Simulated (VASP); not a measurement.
```
BeTe
1.0
    0.00000     2.78304     2.78304
    2.78304     0.00000     2.78304
    2.78304     2.78304     0.00000
Be Te
1 1
Direct
  0.00000   0.00000   0.00000
  0.75000   0.75000   0.75000
```

The numbers are results of HSE06 screened hybrid, VASP's PBE PAW potentials (set 64) (plane waves; VASP), not measurements. Numerical set-up: 300 eV cut-off, 5×5×5 Γ-centred mesh, Fermi-Dirac smearing of 0.010 eV, potentials Be Te.

At this cut-off the stress carries a Pulay error, which pulls relaxed volumes low.

Problem. What does the run give for the energy per atom (σ→0), pressure?

Solution. 
```json
{
  "energy per atom (σ→0)": "-421.9 kJ/mol-atom",
  "pressure": "2.24 GPa"
}
```

Total energies compare only between runs with the same potentials, cut-off and functional.

The structure comes from a computed database's BeTe entry; how it stands against other phases isn't given here. The cell was not relaxed at this level.
